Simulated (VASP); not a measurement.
VASP runs on CdF2 (fluorite) share one base input (PBE GGA, plane waves, VASP's PBE PAW potentials (set 64)) and change the settings named in each case.

**POSCAR**
```
CdF2
1
    0.0000000000     2.6950000000     2.6950000000
    2.6950000000     0.0000000000     2.6950000000
    2.6950000000     2.6950000000     0.0000000000
Cd F
1 2
Direct
  0.0000000000   0.0000000000   0.0000000000
  0.2500000000   0.2500000000   0.2500000000
  0.7500000000   0.7500000000   0.7500000000
```

**INCAR**
```
ISIF  =  2   ! forces and stress, cell fixed
ISMEAR  =  0   ! Gaussian
GGA  =  PE
ENCUT  =  520   ! plane-wave cut-off (eV)
LASPH  =  .True.   ! aspherical one-centre terms
NELM  =  100
SIGMA  =  0.05   ! width (eV)
LREAL  =  .False.   ! projection in real space or not
SYSTEM  =  CdF2
PREC  =  Accurate
LCHARG  =  .False.
LMAXMIX  =  4   ! l cut-off of mixed one-centre charges
LWAVE  =  .False.
ALGO  =  Normal   ! blocked Davidson
EDIFF  =  1E-6
```

### KPOINTS
```
Automatic mesh
0
Gamma
8 8 8
0 0 0
```

POTCAR, in this order: Cd F (PBE.64 set). Program: vasp_std.

```
change            electronic steps
----------------  ----------------
base run                        14
ALGO = Fast                     13
ALGO = VeryFast                 20
ALGO = All                      15
ALGO = Damped                   22
ALGO = Conjugate                15
```

Left out are runs that ran out of time, are held back, or changed the cell or the kind of run, fixed moments of cells without a moment, rows past the twelfth, gaps on odd meshes, pressures of charged cells and columns that move by less than the noise.

The compound is CdF2 in the fluorite structure. The cell was not relaxed at this level.
